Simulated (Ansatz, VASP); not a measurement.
# B3C: VASP beside Ansatz

```
CELL_PARAMETERS angstrom
3.71500 0.00000 0.00000
0.00000 3.71500 0.00000
0.00000 0.00000 3.71500
ATOMIC_POSITIONS crystal
B 0.25000 0.50000 0.00000
B 0.75000 0.50000 0.00000
B 0.00000 0.25000 0.50000
B 0.00000 0.75000 0.50000
B 0.50000 0.00000 0.25000
B 0.50000 0.00000 0.75000
C 0.00000 0.00000 0.00000
C 0.50000 0.50000 0.50000
```

Alike in both runs: functional PBE; k mesh 10 × 10 × 10; occupations gaussian, width 0.1 eV; no spin polarisation.

Ansatz relaxed the structure, and its values are those at the end. VASP's run is a single point on that final structure, the one shown.

|  | VASP | Ansatz |
| --- | --- | --- |
| version | VASP 6.6.1 | Ansatz 0.2.0 |
| potentials or method | VASP PAW PBE potentials, release 64 (B, C) | scalar-relativistic, plane waves, PAW |
| plane-wave cutoff (eV) | 520 | 420 |
| valence electrons in the cell | 26 | 26 |

|  | VASP | Ansatz | Ansatz less VASP |
| --- | --- | --- | --- |
| gap on the k mesh at the Fermi level (eV) | none | none | - |
| pressure (GPa) | 0.0 | 0.0 | +0.03 |

A gap of «none» marks a metal or a gap that the smearing closes.
